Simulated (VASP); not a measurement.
Al2SiF2:

```xyz
10
Lattice="5.0326 0.0000 0.0000 1.0958 5.0989 0.0000 2.1467 -0.3821 6.6180" Properties=species:S:1:pos:R:3 pbc="T T T"
Al    4.2574    3.4494    5.3407
Al    5.7822    0.6495    4.5928
Al    4.5989    3.8068    1.1409
Al    1.4234    1.2083    2.0683
Si    4.9129    0.4322    0.1698
Si    3.0730    2.0915    0.2917
F     5.5888    4.4080    4.5616
F     3.3112    2.7192    4.1238
F     3.6050    4.7350    2.3014
F     5.7036    2.9487    2.2591
```

The cell was built by a generator and needn't be a form met in nature.

```yaml
Program: VASP 6.6.1
Task: relaxation of cell and atoms
Functional: PBE
Potentials_or_basis: VASP PAW PBE potentials, release 64 (Al, Si, F)
Cutoff: 520 eV
k_mesh: 6 × 6 × 6
Occupations: gaussian, width 0.1 eV
Spin: no spin polarisation
```

At the start: pressure 0.5 GPa; volume 16.98 Å³/atom.

Q: Where does the relaxation end?

A: Over 37 steps the energy falls by 3.4 meV/atom and the volume is 17.26 Å³/atom (+1.6 %); space group P1 (No. 1, to 0.05 Å).

Step by step:
```
step  energy change (eV)  largest force (eV/Å)  pressure (GPa)  volume (Å³)
   1              0.0000                0.0658            0.53       169.82
   2             -0.0076                0.1511           -0.10       171.21
   3             -0.0076                0.1649           -0.15       171.31
   4             -0.0120                0.1532           -0.05       171.44
   5             -0.0143                0.3488            0.10       171.64
   6             -0.0160                0.3087            0.09       171.71
   7             -0.0203                0.2132            0.04       171.95
   8             -0.0234                0.1603           -0.04       172.40
   9             -0.0235                0.1606           -0.04       172.35
  10             -0.0249                0.1367           -0.04       172.34
  11             -0.0277                0.0968           -0.05       172.32
  12             -0.0266                0.2015           -0.07       172.28
  13             -0.0283                0.1290           -0.06       172.31
  14             -0.0293                0.0688            0.04       172.20
  15             -0.0295                0.0831            0.08       172.15
  16             -0.0302                0.0604            0.03       172.24
  17             -0.0305                0.0584           -0.01       172.32
  18             -0.0312                0.0475           -0.02       172.35
  19             -0.0318                0.0970           -0.02       172.43
  20             -0.0323                0.0784            0.00       172.43
  21             -0.0329                0.0461            0.03       172.44
  22             -0.0330                0.0518            0.03       172.44
  23             -0.0332                0.0414            0.03       172.51
  24             -0.0334                0.0458            0.01       172.59
  25             -0.0332                0.1022           -0.03       172.74
  26             -0.0335                0.0551            0.00       172.63
  27             -0.0337                0.0250           -0.04       172.68
  28             -0.0337                0.0290           -0.06       172.71
  29             -0.0339                0.0164           -0.03       172.63
  30             -0.0340                0.0182            0.00       172.55
  31             -0.0339                0.0451            0.08       172.41
  32             -0.0340                0.0248            0.03       172.52
  33             -0.0341                0.0143            0.03       172.50
  34             -0.0341                0.0257            0.02       172.50
  35             -0.0342                0.0150            0.01       172.55
  36             -0.0342                0.0254           -0.01       172.59
  37             -0.0343                0.0090           -0.03       172.62
```

Final structure:
```
Al Si F
1.0
     5.14637    0.09908   -0.03395
     1.22139    5.13616   -0.03431
     2.14332   -0.37579    6.54876
Al Si F
4 2 4
Cartesian
  4.4082 3.5336 5.2148
  5.8435 0.7270 4.5046
  4.7613 3.8877 1.0716
  1.4543 1.2161 2.0127
  4.9857 0.4742 0.1679
  3.1829 2.1691 0.2948
  5.7519 4.5327 4.4926
  3.4831 2.7820 3.9929
  3.8081 4.8503 2.2444
  5.8752 3.0485 2.1985
```
